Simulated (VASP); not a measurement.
A convergence study with VASP on Tc: one setting is varied, all else stays as given below, so the limit is that of these other settings.

```
Tc
1.0
    2.72630     0.00000     0.00000
   -1.36315     2.36104     0.00000
    0.00000     0.00000    20.55209
Tc
4
Direct
  0.66667   0.33333   0.44686
  0.33333   0.66667   0.34060
  0.66667   0.33333   0.65940
  0.33333   0.66667   0.55314
```

Method: PBEsol GGA, VASP's PBE PAW potentials (set 64) (plane waves; VASP 6.6.1). The tightest run used: 300 eV cut-off, 36×36×1 Γ-centred mesh, Gaussian smearing of 0.10 eV, potentials Tc_pv.

| setting | E (eV/atom) | largest force (eV/Å) | irreducible k-points |
|---|---|---|---|
| 3×3×1 mesh | -10.3436 | 1.819 | 3 |
| 4×4×1 mesh | -10.7225 | 1.592 | 4 |
| 5×5×1 mesh | -10.7198 | 1.650 | 5 |
| 6×6×1 mesh | -10.6655 | 2.032 | 7 |
| 7×7×1 mesh | -10.7228 | 1.752 | 8 |
| 9×9×1 mesh | -10.6902 | 1.784 | 12 |

Q: These are the cheaper rows. Estimate the results at 36×36×1 mesh, and how far the last row shown lies from them.

A: 
```
quantity              tightest run  last row shown is off by
--------------------  ------------  ------------------------
E (eV/atom)               -10.7032                    0.0131
largest force (eV/Å)         1.712                     0.073
```

Left out are rungs that failed or repeat a setting and relaxations that didn't move; long series are thinned to 24 rows.

The cell is a sheet or thin cut with vacuum, built from a generated structure.
